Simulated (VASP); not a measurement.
Input:

```yaml
crystal:
  lattice:
    - [3.23430, 0.00000, 0.00000]
    - [-1.61715, 2.80099, 0.00000]
    - [0.00000, 0.00000, 15.65801]
  atoms:
    - { symbol: Mg, position: [0.00000, 0.00000, 0.99979] }
    - { symbol: Mg, position: [0.00000, 0.00000, 0.49979] }
    - { symbol: Mg, position: [0.66667, 0.33333, 0.83445] }
    - { symbol: Mg, position: [0.33333, 0.66667, 0.33445] }
    - { symbol: Mg, position: [0.66667, 0.33333, 0.16687] }
    - { symbol: Mg, position: [0.33333, 0.66667, 0.66687] }
    - { symbol: O, position: [0.00000, 0.00000, 0.87437] }
    - { symbol: O, position: [0.00000, 0.00000, 0.37437] }
    - { symbol: O, position: [0.66667, 0.33333, 0.70790] }
    - { symbol: O, position: [0.33333, 0.66667, 0.20790] }
    - { symbol: O, position: [0.66667, 0.33333, 0.04032] }
    - { symbol: O, position: [0.33333, 0.66667, 0.54032] }
```

Level of theory: r2SCAN meta-GGA, VASP's PBE PAW potentials (set 64) (plane waves; VASP). Numerical set-up: 520 eV cut-off, 9×9×2 Γ-centred mesh, tetrahedra with Blöchl corrections, potentials Mg O.

What does the run give for the energy per atom (σ→0), band gap (over mesh and band path) with the smallest direct gap where there is one?

| Property | Result |
|---|---|
| band gap (over mesh and band path) | 4.33 eV |
| smallest direct gap (over mesh and band path) | 4.33 eV |
| energy per atom (σ→0) | -7.937 eV/atom |

The absolute energy has meaning only against runs of the same code, potentials and settings.

The structure was generated: MgO was put into the 6H type (P6_3mc), which need not be its known phase. It was relaxed first, which changed the volume by -5 %.
